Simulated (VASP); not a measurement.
Runs of VASP 6.6.1 on OInBrH2. The cell holds a molecule in a box, 5 atoms: a = 13.000 Å, b = 13.000 Å, c = 11.000 Å, α = 90.00°, β = 90.00°, γ = 90.00°. 

```csv
task,level,potentials or basis,cell,cutoff (eV),grid for exact exchange (PRECFOCK),screening parameter,gap on the mesh (eV),largest force (eV/Å)
single point,PBE,"VASP PAW PBE potentials, release 64 (O, In_d, Br, H)","atoms moved at random, drawn with an rms of 0.05 Å",520,-,-,4.59,3.42
atomic charges,PBE+TS,"VASP PAW PBE potentials, release 64 (O, In_d, Br, H)",as given,520,-,-,4.50,0.70
relaxation of the atoms,PBE,"VASP PAW PBE potentials, release 64 (O, In_d, Br, H)","atoms relaxed from: atoms moved at random, drawn with an rms of 0.02 Å",520,-,-,4.35,0.01
single point,PBE,"VASP PAW PBE potentials, release 64 (O, In_d, Br, H)",as given,520,-,-,4.50,0.70
single point,HSE06+D3(BJ),"VASP PAW PBE potentials, release 64 (O_h, In_d, Br, H_h)",as given,900,Fast,0.2 1/A,(a),0.13
relaxation of the atoms,revPBE,"VASP PAW PBE potentials, release 64 (O, In_d, Br, H)",atoms relaxed,520,-,-,4.31,-
electron localisation function,PBE,"VASP PAW PBE potentials, release 64 (O, In_d, Br, H)",as given,520,-,-,4.50,0.70
```

Alike in all rows: no spin polarisation; k mesh 1 × 1 × 1; smearing gaussian 0.01 eV.

Q: Estimate the missing entries.

A: (a) 5.87.

Caveats: spin-orbit coupling is left out, which moves the levels of the heavy elements; the PAW data sets were made with another functional, which shifts forces and pressure a little (some runs).

A k mesh can miss the band edges, and the runs leave out spin-orbit coupling on Br, In.
